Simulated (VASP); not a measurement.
Method: PBEsol GGA, VASP's PBE PAW potentials (set 64) (plane waves; VASP).

VASP ran on this input.

### INCAR
```
ISMEAR  =  0
EDIFF  =  1E-6   # SCF stop (eV)
LASPH  =  .TRUE.
SIGMA  =  0.01   # width (eV)
ALGO  =  Normal
LWAVE  =  .FALSE.
LMAXMIX  =  4   # l cut-off of mixed one-centre charges
GGA  =  PS   # PBEsol
LREAL  =  Auto   # projection in real space or not
ISIF  =  2
NBANDS  =  136
NELM  =  100   # most electronic steps
SYSTEM  =  ZnS
PREC  =  Accurate
LCHARG  =  .FALSE.
ENCUT  =  300
```

### POSCAR
```
ZnS
1
    3.7786850000     0.0000000000     0.0000000000
   -1.8893420000     3.2724360000     0.0000000000
    0.0000000000     0.0000000000    24.6968110000
Zn S
8 8
Direct
  0.3333330000   0.6666670000   0.7499100000
  0.6666670000   0.3333330000   0.2499100000
  0.3333330000   0.6666670000   0.1247900000
  0.6666670000   0.3333330000   0.6247900000
  0.0000000000   0.0000000000   0.0000400000
  0.0000000000   0.0000000000   0.5000400000
  0.6666670000   0.3333330000   0.8753200000
  0.3333330000   0.6666670000   0.3753200000
  0.0000000000   0.0000000000   0.5937100000
  0.0000000000   0.0000000000   0.0937100000
  0.6666670000   0.3333330000   0.9689900000
  0.3333330000   0.6666670000   0.4689900000
  0.3333330000   0.6666670000   0.2185000000
  0.6666670000   0.3333330000   0.7185000000
  0.6666670000   0.3333330000   0.3439300000
  0.3333330000   0.6666670000   0.8439300000
```

**KPOINTS**
```
Automatic
0
gamma
 7 7 1
0.5 0.5 0.5
```

POTCAR, in this order: Zn S (PBE.64 set). Program: vasp_std.

Output of the run:

File OSZICAR:
```
       N       E                     dE             d eps       ncg     rms          rms(c)
DAV:   1     0.968564516560E+03    0.96856E+03   -0.39965E+04  4352   0.877E+02
DAV:   2     0.955453033672E+02   -0.87302E+03   -0.78155E+03  4352   0.243E+02
DAV:   3    -0.566149223154E+02   -0.15216E+03   -0.14547E+03  4928   0.100E+02
DAV:   4    -0.638267671571E+02   -0.72118E+01   -0.71563E+01  5000   0.234E+01
DAV:   5    -0.639067519038E+02   -0.79985E-01   -0.79943E-01  5056   0.241E+00    0.209E+01
DAV:   6    -0.607955504706E+02    0.31112E+01   -0.41484E+00  6264   0.291E+01    0.157E+01
DAV:   7    -0.607359201507E+02    0.59630E-01   -0.37576E+00  5064   0.557E+00    0.426E+00
DAV:   8    -0.606788566275E+02    0.57064E-01   -0.13218E-01  5248   0.171E+00    0.114E+00
DAV:   9    -0.606628411136E+02    0.16016E-01   -0.43195E-02  4760   0.651E-01    0.449E-01
DAV:  10    -0.606636895564E+02   -0.84844E-03   -0.63403E-03  5128   0.509E-01    0.270E-01
DAV:  11    -0.606639701603E+02   -0.28060E-03   -0.61998E-04  5088   0.352E-01    0.124E-01
DAV:  12    -0.606640607566E+02   -0.90596E-04   -0.20633E-04  5072   0.108E-01    0.292E-02
DAV:  13    -0.606640617866E+02   -0.10301E-05   -0.34047E-05  5616   0.558E-02    0.876E-03
DAV:  14    -0.606640630420E+02   -0.12553E-05   -0.99614E-06  4824   0.265E-02    0.390E-03
DAV:  15    -0.606640648837E+02   -0.18417E-05   -0.96315E-06  4592   0.137E-02    0.369E-03
DAV:  16    -0.606640650468E+02   -0.16311E-06   -0.33550E-07  2704   0.678E-03
   1 F= -.60664065E+02 E0= -.60664065E+02  d E =-.684475E-44
```

### OUTCAR
```
------------------------ aborting loop because EDIFF is reached ----------------------------------------
  FORCE on cell =-STRESS in cart. coord.  units (eV):
  Direction    XX          YY          ZZ          XY          YZ          ZX
  --------------------------------------------------------------------------------------
  Total        0.8062878      0.8062872      0.8890768      0.0000001      0.0000000     -0.0000000
  in kB        4.2300738      4.2300707      4.6644145      0.0000006      0.0000000     -0.0000000
  external PRESSURE =       4.3748530 kB  Pullay stress =       0.0000000 kB
  volume of cell :      305.39
      direct lattice vectors                 reciprocal lattice vectors
     3.778685000  0.000000000  0.000000000     0.264642329  0.152791336  0.000000000
    -1.889342000  3.272436000  0.000000000     0.000000000  0.305582752  0.000000000
     0.000000000  0.000000000 24.696811000     0.000000000  0.000000000  0.040491058
  FREE ENERGIE OF THE ION-ELECTRON SYSTEM (eV)
  ---------------------------------------------------
  free  energy   TOTEN  =       -60.6640650468 eV

  energy  without entropy=      -60.6640650468  energy(sigma->0) =      -60.66406505
```
(Selected blocks of OUTCAR.)

At this cut-off the stress carries a Pulay error, which pulls relaxed volumes low.

The structure comes from a computed database's ZnS entry; how it stands against other phases isn't given here. The cell was not relaxed at this level. The run is one of a series of settings (NBANDS = 136 against the base run), some of them coarse on purpose.
